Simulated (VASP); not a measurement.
All values below come from PBE GGA with D3 dispersion (zero damping), VASP's PBE PAW potentials (set 64) (plane waves; VASP).

VASP ran on this input.

**INCAR**
```
SYSTEM = Al3Sc
PREC = Accurate; ENCUT = 520; LREAL = .FALSE.
LASPH = .TRUE.
EDIFF = 1E-7; NELM = 100; ALGO = Normal
LMAXMIX = 4
ISMEAR = 1; SIGMA = 0.1
GGA = PE; IVDW = 11
ISIF = 2
LWAVE = .FALSE.; LCHARG = .FALSE.
```

### POSCAR
```
Al3Sc
1.0
  4.1052805020   0.0000000000   0.0000000000
  0.0000000000   4.1052805020   0.0000000000
  0.0000000000   0.0000000000   4.1052805020
Sc Al
1 3
direct
  0.0000000000   0.0000000000   0.0000000000
  0.0000000000   0.5000000000   0.5000000000
  0.5000000000   0.0000000000   0.5000000000
  0.5000000000   0.5000000000   0.0000000000
```

**KPOINTS**
```
Automatic mesh
0
Gamma
8 8 8
0 0 0
```

POTCAR, in this order: Sc_sv Al (PBE.64 set). Program: vasp_std.

**Question.** What will the output report for the number of irreducible k-points (NKPTS), largest plane-wave count, number of space-group operations, FFT grid (NGX, NGY, NGZ)?

**Answer.** 
- number of irreducible k-points (NKPTS): 35
- largest plane-wave count: 1888
- number of space-group operations: 48
- FFT grid (NGX, NGY, NGZ): 32 × 32 × 32

The compound is Al3Sc in the L1_2 structure. This cell is one point of a volume scan, at 1.03 of the reference volume.
